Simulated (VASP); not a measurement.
# TePb2S (R-3m) in VASP: single point with LDA

Aim: the single point of TePb2S with LDA.

Program: VASP 6.6.1. These are calculated values, not measurements. Logs are shortened: lines on timing, memory, paths and dates and some standing lists are left out, and cuts for length are marked.

## Step 1: Starting point

It takes space group R-3m (No. 166, trigonal). The conventional cell has a = 4.444 Å, b = 4.444 Å, c = 21.780 Å, α = 90.00°, β = 90.00°, γ = 120.00°. Te (site symmetry -3m) has 6 Pb at 3.25 Å as nearest neighbours. Pb (site symmetry 3m) has 3 S at 3.04 Å and 3 Te at 3.25 Å as nearest neighbours. S (site symmetry -3m) is surrounded by 6 Pb at 3.04 Å.

The cell comes from a database or a generator and needn't be the stable form of this composition.

## Step 2: Single point, LDA

Input file INCAR:

```
SYSTEM = TePb2S
PREC = Accurate ; ENCUT = 520
EDIFF = 1E-7 ; ISMEAR = 0
SIGMA = 0.05 ; LREAL = .False.
LASPH = .True. ; NELM = 100
ALGO = Fast ; ISIF = 2
LWAVE = .False. ; LCHARG = .False.
NBANDS = 28
```

Input file KPOINTS:

```
Automatic mesh
0
Gamma
  9 9 9
  0 0 0
```

Input file POSCAR:

```
TePb2S
1.0
    2.2219760738      1.2828584843      7.2598916063
   -2.2219760738      1.2828584843      7.2598916063
    0.0000000000     -2.5657169687      7.2598916063
Te Pb S
1 2 1
Direct
    0.5000000000      0.5000000000      0.5000000000
    0.7417120000      0.7417120000      0.7417120000
    0.2582880000      0.2582880000      0.2582880000
    0.0000000000      0.0000000000      0.0000000000
```

Potentials or basis: VASP PAW LDA potentials, release 64 (Te, Pb_d, S).

On the command line:

```sh
> cat potpaw_LDA.64/Te/POTCAR potpaw_LDA.64/Pb_d/POTCAR potpaw_LDA.64/S/POTCAR > POTCAR
> mpirun -np 1 vasp_std > vasp.out
```

OUTCAR:

```text
SYSTEM = TePb2S
   PREC = Accurate
   ENCUT = 520
   EDIFF = 1E-7
   ISMEAR = 0
   LREAL = .False.
   LASPH = .True.
   NELM = 100
   ISIF = 2

 ion  position               nearest neighbor table
   1  0.500  0.500  0.500-   3 3.25   3 3.25   2 3.25   2 3.25   3 3.25   2 3.25
   2  0.742  0.742  0.742-   4 3.04   4 3.04   4 3.04   1 3.25   1 3.25   1 3.25
   3  0.258  0.258  0.258-   4 3.04   4 3.04   4 3.04   1 3.25   1 3.25   1 3.25
   4  0.000  0.000  0.000-   2 3.04   3 3.04   2 3.04   2 3.04   3 3.04   3 3.04

  LATTYP: Found a trigonal (rhomboedric) cell.
 ALAT       =     7.6999304996
 COS(alpha) =     0.8334536414

  Lattice vectors:

 A1 = (   2.2219760738,   1.2828584843,   7.2598916063)
 A2 = (  -2.2219760738,   1.2828584843,   7.2598916063)
 A3 = (   0.0000000000,  -2.5657169687,   7.2598916063)

Analysis of symmetry for initial positions (statically):
=====================================================================
 Subroutine PRICEL returns:
 Original cell was already a primitive cell.

 Routine SETGRP: Setting up the symmetry group for a
 trigonal (rhombohedral) supercell.

 Subroutine GETGRP returns: Found 12 space group operations
 (whereof 12 operations were pure point group operations)
 out of a pool of 12 trial point group operations.

The static configuration has the point symmetry D_3d.

Analysis of symmetry for dynamics (positions and initial velocities):
=====================================================================
 Subroutine PRICEL returns:
 Original cell was already a primitive cell.

 Routine SETGRP: Setting up the symmetry group for a
 trigonal (rhombohedral) supercell.

 Subroutine GETGRP returns: Found 12 space group operations
 (whereof 12 operations were pure point group operations)
 out of a pool of 12 trial point group operations.

The dynamic configuration has the point symmetry D_3d.

 Subroutine INISYM returns: Found 12 space group operations
 (whereof 12 operations are pure point group operations),
 and found     1 'primitive' translations

----------------------------------------------------------------------------------------

                                     Primitive cell

  volume of cell :     124.1651

  direct lattice vectors                    reciprocal lattice vectors
     2.221976074  1.282858484  7.259891606     0.225024925  0.129918201  0.045914368
    -2.221976074  1.282858484  7.259891606    -0.225024925  0.129918201  0.045914368
     0.000000000 -2.565716969  7.259891606     0.000000000 -0.259836402  0.045914368

  length of vectors
     7.699930500  7.699930500  7.699930500     0.263861868  0.263861868  0.263861868

  position of ions in fractional coordinates (direct lattice)
     0.500000000  0.500000000  0.500000000
     0.741712000  0.741712000  0.741712000
     0.258288000  0.258288000  0.258288000
     0.000000000  0.000000000  0.000000000

  ion indices of the primitive-cell ions
   primitive index   ion index
                 1           1
                 2           2
                 3           3
                 4           4

----------------------------------------------------------------------------------------

 KPOINTS: Automatic mesh

Automatic generation of k-mesh.
 Grid dimensions read from file:
 generate k-points for:    9    9    9

 Generating k-lattice:

  Cartesian coordinates                     Fractional coordinates (reciprocal lattice)
     0.025002769  0.014435356  0.005101596     0.111111111 -0.000000000 -0.000000000
    -0.025002769  0.014435356  0.005101596    -0.000000000  0.111111111 -0.000000000
     0.000000000 -0.028870711  0.005101596    -0.000000000 -0.000000000  0.111111111

  Length of vectors
     0.029317985  0.029317985  0.029317985

  Shift w.r.t. Gamma in fractional coordinates (k-lattice)
     0.000000000  0.000000000  0.000000000

 Subroutine IBZKPT returns following result:
 ===========================================

 Found     85 irreducible k-points:

 Following reciprocal coordinates:
            Coordinates               Weight
  0.000000  0.000000  0.000000      1.000000
  0.111111  0.000000 -0.000000      6.000000
  0.222222  0.000000  0.000000      6.000000
  0.333333  0.000000  0.000000      6.000000
  0.444444  0.000000  0.000000      6.000000
  0.111111  0.111111 -0.000000      6.000000
[... 16 lines left out ...]
 -0.333333  0.333333  0.000000      6.000000
  0.444444  0.444444  0.000000      6.000000
 [... further k-points ...]
   k-points           NKPTS =     85   k-points in BZ     NKDIM =     85   number of bands    NBANDS=     28
   number of dos      NEDOS =    301   number of ions     NIONS =      4
   total plane-waves  NPLWV = 216000
   dimension x,y,z NGX =    60 NGY =   60 NGZ =   60
   dimension x,y,z NGXF=   120 NGYF=  120 NGZF=  120
   ions per type =               1   2   1
   NGX,Y,Z   is equivalent  to a cutoff of  12.95, 12.95, 12.95 a.u.
   NGXF,Y,Z  is equivalent  to a cutoff of  25.91, 25.91, 25.91 a.u.
 SYSTEM =  TePb2S
   PREC   = accura    normal or accurate (medium, high low for compatibility)
   ISTART =      0    job   : 0-new  1-cont  2-samecut
   ICHARG =      2    charge: 1-file 2-atom 10-const
   ISPIN  =      1    spin polarized calculation?
   LNONCOLLINEAR =      F non collinear calculations
   LSORBIT =      F    spin-orbit coupling
   LASPH  =      T    aspherical Exc in radial PAW
   ENCUT  =  520.0 eV  38.22 Ry    6.18 a.u.  14.32 14.32 14.32*2*pi/ulx,y,z
   NELM   =    100;   NELMIN=  2; NELMDL= -5     # of ELM steps
   EDIFF  = 0.1E-06   stopping-criterion for ELM
   LREAL  =      F    real-space projection
   EDIFFG = 0.1E-05   stopping-criterion for IOM
   NSW    =      0    number of steps for IOM
   IBRION =     -1    ionic relax: 0-MD 1-quasi-New 2-CG
   NFREE  =      0    steps in history (QN), initial steepest desc. (CG)
   ISIF   =      2    stress and relaxation
   ISYM   =      2    0-nonsym 1-usesym 2-fastsym
   POTIM  = 0.5000    time-step for ionic-motion
   TEBEG  =    0.0;   TEEND  =   0.0 temperature during run
   PSTRESS=    0.0 pullay stress
   NELECT =      40.0000    total number of electrons
   NUPDOWN=      -1.0000    fix difference up-down
   EMIN   =  10.00;   EMAX   =-10.00  energy-range for DOS
   EFERMI =   0.00;   METHOD = LEGACY
   ISMEAR =     0;   SIGMA  =   0.05  broadening in eV -4-tet -1-fermi 0-gaus
   EFERMI_NEDOS =   21; number of points for ismear=-14 and -15
   IALGO  =     68    algorithm
   IMIX   =      4    mixing-type and parameters
     AMIX     =   0.40;   BMIX     =  1.00
     AMIX_MAG =   1.60;   BMIX_MAG =  1.00
  volume/ion in A,a.u.               =      31.04       209.48
  Fermi-wavevector in a.u.,A,eV,Ry     =   1.122264  2.120771 17.136215  1.259476
  Thomas-Fermi vector in A             =   2.258923
   LORBIT       =      0    0 simple, 1 ext, 2 COOP (PROOUT), +10 PAW based schemes
   GGA     = CA    functional components
   LHFCALC =     F    Hartree Fock is set to
   AEXX    =    0.0000 exact exchange contribution
   IVDW    =     0    specifies the selected vdW correction
   LEPSILON=     F    determine dielectric tensor
   LRPA    =     F    only Hartree local field effects (RPA)
 non-spin polarized calculation
 RMM-DIIS sequential band-by-band and
 Gauss-broadening in eV      SIGMA  =   0.05
  energy-cutoff  :      520.00
  volume of cell :      124.17
 maximum number of plane-waves:      3367
 NGX is ok and might be reduce to    60
   NGX = 29   NGY = 29   NGZ = 29

 number of electron      40.0000003 magnetization

 Free energy of the ion-electron system (eV)
  ---------------------------------------------------
  ext. energy  EPLUGINS =         0.00000000
  ---------------------------------------------------
  free energy    TOTEN  =       -18.56648474 eV

  energy without entropy =      -18.56648474  energy(sigma->0) =      -18.56648474

 E-fermi :   5.1911     XC(G=0):  -9.6171

 val. band max:        4.9536668408   @ k =   0.0000   0.0000   0.0000
 cond. band min:       5.5808863072   @ k =   0.0000   0.0000   0.0000
 fundamental gap:      0.6272194664
 Fermi energy:         5.1911363999

 k-point     1 :       0.0000    0.0000    0.0000
  band No.  band energies     occupation
      1     -11.6856      2.00000
      2     -11.6856      2.00000
      3     -11.6715      2.00000
      4     -11.6715      2.00000
      5     -11.6662      2.00000
      6     -11.6655      2.00000
[... 20 lines left out ...]
     27      11.2357      0.00000
     28      11.2959      0.00000

 k-point     2 :       0.1111    0.0000   -0.0000
  band No.  band energies     occupation
      1     -11.6910      2.00000
      2     -11.6828      2.00000
      3     -11.6735      2.00000
      4     -11.6712      2.00000
      5     -11.6662      2.00000
      6     -11.6634      2.00000
[... 20 lines left out ...]
     27      10.8732      0.00000
     28      11.5320      0.00000

 k-point     3 :       0.2222    0.0000    0.0000
  band No.  band energies     occupation
      1     -11.7046      2.00000
      2     -11.6791      2.00000
      3     -11.6782      2.00000
      4     -11.6705      2.00000
      5     -11.6693      2.00000
      6     -11.6587      2.00000
[... 20 lines left out ...]
     27      10.4578      0.00000
     28      12.2945      0.00000

 k-point     4 :       0.3333    0.0000    0.0000
  band No.  band energies     occupation
      1     -11.7191      2.00000
      2     -11.6887      2.00000
      3     -11.6778      2.00000
      4     -11.6738      2.00000
      5     -11.6636      2.00000
      6     -11.6578      2.00000
[... 578 lines left out ...]
     27      10.4785      0.00000
     28      12.1160      0.00000

 k-point    23 :      -0.3333    0.3333    0.0000
  band No.  band energies     occupation
      1     -11.7287      2.00000
      2     -11.7021      2.00000
      3     -11.6768      2.00000
      4     -11.6626      2.00000
      5     -11.6616      2.00000
      6     -11.6582      2.00000
[... 20 lines left out ...]
     27      11.5174      0.00000
     28      12.1789      0.00000

 k-point    24 :       0.4444    0.4444    0.0000
  band No.  band energies     occupation
      1     -11.7465      2.00000
      2     -11.6887      2.00000
      3     -11.6827      2.00000
      4     -11.6812      2.00000
      5     -11.6633      2.00000
      6     -11.6516      2.00000
[... 20 lines left out ...]
     27      10.5654      0.00000
     28      13.3789      0.00000

 [... further k-points ...]
[... 5 lines left out ...]
  --------------------------------------------------------------------------------------
  -------------------------------------------------------------------------------------
  Total       -3.0622181     -3.0622181     -3.0571134      0.0000000      0.0000000      0.0000000
  in kB      -39.5136534    -39.5136534    -39.4477848      0.0000000      0.0000000      0.0000000
  external PRESSURE =     -39.4916972 kB  Pullay stress =       0.0000000 kB

 VOLUME and BASIS-vectors are now :
 -----------------------------------------------------------------------------
  energy-cutoff  :      520.00
  volume of cell :      124.17
      direct lattice vectors                 reciprocal lattice vectors
     2.221976074  1.282858484  7.259891606     0.225024925  0.129918201  0.045914368
    -2.221976074  1.282858484  7.259891606    -0.225024925  0.129918201  0.045914368
     0.000000000 -2.565716969  7.259891606     0.000000000 -0.259836402  0.045914368

 POSITION                                       TOTAL-FORCE (eV/Angst)
 -----------------------------------------------------------------------------------
      0.00000     -0.00000     10.88984         0.000000     -0.000000     -0.000000
      0.00000     -0.00000     16.15425         0.000000      0.000000     -0.034318
      0.00000     -0.00000      5.62543         0.000000     -0.000000      0.034318
      0.00000      0.00000      0.00000         0.000000     -0.000000      0.000000
 -----------------------------------------------------------------------------------
    total drift:                               -0.000000     -0.000000      0.000000

  FREE ENERGIE OF THE ION-ELECTRON SYSTEM (eV)
  ---------------------------------------------------
  free  energy   TOTEN  =       -18.5664847396 eV

  energy  without entropy=      -18.5664847396  energy(sigma->0) =      -18.56648474
```

Wall time 10 min (1 thread of AMD EPYC 9R45 (Zen 5), shared host); peak memory 0.52 GiB.

What came out:

| Property | Result |
| --- | --- |
| Free energy | -18.5665 eV |
| Pressure | -3.9 GPa |
| Largest force | 0.034 eV/Å |
| Band gap on the k mesh | 0.63 eV, direct |

Forces in eV/Å, atoms in the order of the input:
```
Te   0.000  0.000  0.000
Pb   0.000  0.000 -0.034
Pb   0.000  0.000  0.034
S    0.000  0.000  0.000
```

Caveat: spin-orbit coupling is left out, which as a rule narrows the gap of such compounds by several tenths of an eV; an odd mesh through Γ misses points on the zone boundary, where band edges often lie.
